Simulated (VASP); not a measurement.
```xyz
2
Lattice="0.0000 2.7912 2.7912 2.7912 0.0000 2.7912 2.7912 2.7912 0.0000" Properties=species:S:1:pos:R:3 pbc="T T T"
Ba     0.0000     0.0000     0.0000
O      2.7912     2.7912     2.7912
```

The numbers are results of optB88-vdW, VASP's PBE PAW potentials (set 64) (plane waves; VASP 6.6.1), not measurements. Settings: 520 eV cut-off, 7×7×7 Γ-centred mesh, Gaussian smearing of 0.050 eV, potentials Ba_sv O.

Estimate the energy per atom (σ→0).

| Item | Value |
|---|---|
| energy per atom (σ→0) | -406.4 kJ/mol of atoms |

Total energies compare only between runs with the same potentials, cut-off and functional.

The compound is BaO in the rock salt structure. It was relaxed first. The start is the result of an earlier pass.
